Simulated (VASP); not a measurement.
Given:

```
BaS
1.0
    4.39718     0.00000     0.00000
   -2.19859     3.80807     0.00000
    0.00000     0.00000     7.73312
Ba S
2 2
Direct
  0.00000   0.00000   0.00000
  0.00000   0.00000   0.50000
  0.33333   0.66667   0.25000
  0.66667   0.33333   0.75000
```

All values below come from PBEsol GGA, VASP's PBE PAW potentials (set 64) (plane waves; VASP 6.6.1). Settings: 400 eV cut-off, Gaussian smearing of 0.050 eV, potentials Ba_sv S.

Unless said otherwise, spin-orbit coupling is left out, though it shifts the bands of the heavy elements here.

### Question
Give the energies of bands 11 to 19 at the high-symmetry points, in eV from the valence-band maximum.

### Answer

```
band      Γ      M      K      A      L      H
----  -----  -----  -----  -----  -----  -----
11    -2.05  -2.06  -1.49  -1.29  -1.41  -1.48
12    -1.02  -1.48  -1.36  -1.29  -1.41  -1.48
13    -1.02  -1.15  -1.36  -0.57  -0.87  -0.79
14    -0.17  -0.61  -0.89  -0.57  -0.87  -0.79
15     0.00  -0.34  -0.89  -0.57  -0.68  -0.75
16     0.00  -0.14  -0.10  -0.57  -0.68  -0.75
17     2.17   2.17   4.05   3.85   3.22   4.23
18     3.48   3.83   4.17   3.85   3.22   4.23
19     3.99   5.44   4.17   4.66   5.70   5.07
```

The gap is indirect, 2.17 eV, from the valence maximum at Γ to the conduction minimum at M.

The structure was generated: BaS was put into the NiAs type type (P6_3/mmc), which need not be its known phase. It was relaxed first, which changed the volume by -19 %.
